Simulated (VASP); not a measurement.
Calculation: PBE GGA, VASP's PBE PAW potentials (set 64) (plane waves; VASP).

The input files of a VASP run:

KPOINTS:
```
K-points
0
G
  4 4 4
```

**POSCAR**
```
PrCl3
1
    5.3426550000     0.0000000000     0.0000000000
    0.0000000000     5.3426550000     0.0000000000
    0.0000000000     0.0000000000     5.3426550000
Pr Cl
1 3
Direct
  0.0000000000   0.0000000000   0.0000000000
  0.5000000000   0.0000000000   0.0000000000
  0.0000000000   0.0000000000   0.5000000000
  0.0000000000   0.5000000000   0.0000000000
```

**INCAR**
```
LASPH = .TRUE.
NELM = 100   # most electronic steps
LMAXMIX = 6   # l cut-off of mixed one-centre charges
ENCUT = 400
LCHARG = .FALSE.
EDIFF = 1E-6
ISMEAR = 0
PREC = Accurate
ISIF = 2
LREAL = .FALSE.
SIGMA = 0.05   # width (eV)
SYSTEM = PrCl3
ALGO = Normal   # blocked Davidson
LWAVE = .FALSE.
GGA = PE   # PBE
```

POTCAR, in this order: Pr_3 Cl (PBE.64 set). Program: vasp_std.

The run wrote:

OSZICAR:
```
       N       E                     dE             d eps       ncg     rms          rms(c)
DAV:   1     0.250562728993E+03    0.25056E+03   -0.12246E+04   400   0.111E+03
DAV:   2     0.849690414087E+00   -0.24971E+03   -0.24125E+03   568   0.259E+02
DAV:   3    -0.185307069215E+02   -0.19380E+02   -0.19286E+02   472   0.801E+01
DAV:   4    -0.194981626830E+02   -0.96746E+00   -0.96691E+00   704   0.153E+01
DAV:   5    -0.195060294808E+02   -0.78668E-02   -0.78658E-02   492   0.151E+00    0.736E+00
DAV:   6    -0.189628059756E+02    0.54322E+00   -0.12986E+00   444   0.678E+00    0.478E+00
DAV:   7    -0.189261987448E+02    0.36607E-01   -0.43757E-01   592   0.366E+00    0.202E+00
DAV:   8    -0.189325265625E+02   -0.63278E-02   -0.34760E-02   484   0.137E+00    0.323E-01
DAV:   9    -0.189339686242E+02   -0.14421E-02   -0.56581E-03   508   0.499E-01    0.123E-01
DAV:  10    -0.189346254577E+02   -0.65683E-03   -0.57723E-04   460   0.196E-01    0.228E-02
DAV:  11    -0.189346000801E+02    0.25378E-04   -0.10034E-04   504   0.766E-02    0.165E-02
DAV:  12    -0.189345730579E+02    0.27022E-04   -0.25199E-05   464   0.323E-02    0.467E-03
DAV:  13    -0.189345696529E+02    0.34050E-05   -0.35230E-06   408   0.118E-02    0.154E-03
DAV:  14    -0.189345692791E+02    0.37377E-06   -0.39136E-07   272   0.483E-03
   1 F= -.18934569E+02 E0= -.18934569E+02  d E =-.320299E-23
```

OUTCAR:
```
------------------------ aborting loop because EDIFF is reached ----------------------------------------
  FORCE on cell =-STRESS in cart. coord.  units (eV):
  Direction    XX          YY          ZZ          XY          YZ          ZX
  --------------------------------------------------------------------------------------
  Total        4.0937727      4.0937727      4.0937727      0.0000000      0.0000000     -0.0000000
  in kB       43.0093536     43.0093536     43.0093536      0.0000000      0.0000000     -0.0000000
  external PRESSURE =      43.0093536 kB  Pullay stress =       0.0000000 kB
  volume of cell :      152.50
      direct lattice vectors                 reciprocal lattice vectors
     5.342655000  0.000000000  0.000000000     0.187172857  0.000000000  0.000000000
     0.000000000  5.342655000  0.000000000     0.000000000  0.187172857  0.000000000
     0.000000000  0.000000000  5.342655000     0.000000000  0.000000000  0.187172857
 POSITION                                       TOTAL-FORCE (eV/Angst)
 -----------------------------------------------------------------------------------
      0.00000      0.00000      0.00000         0.000000      0.000000      0.000000
      2.67133      0.00000      0.00000         0.000000      0.000000      0.000000
      0.00000      0.00000      2.67133         0.000000      0.000000      0.000000
      0.00000      2.67133      0.00000         0.000000      0.000000      0.000000
 -----------------------------------------------------------------------------------
    total drift:                                0.000000     -0.000000     -0.000000
  FREE ENERGIE OF THE ION-ELECTRON SYSTEM (eV)
  ---------------------------------------------------
  free  energy   TOTEN  =       -18.9345692791 eV

  energy  without entropy=      -18.9345692791  energy(sigma->0) =      -18.93456928
```
(Selected blocks of OUTCAR.)

The 4f electrons are frozen in the core of the lanthanide potential, so 4f levels, which can set the real gap, and their magnetism are missing.

The structure was generated: PrCl3 was put into the ReO3 type (Pm-3m), which need not be its known phase. The cell was not relaxed at this level.
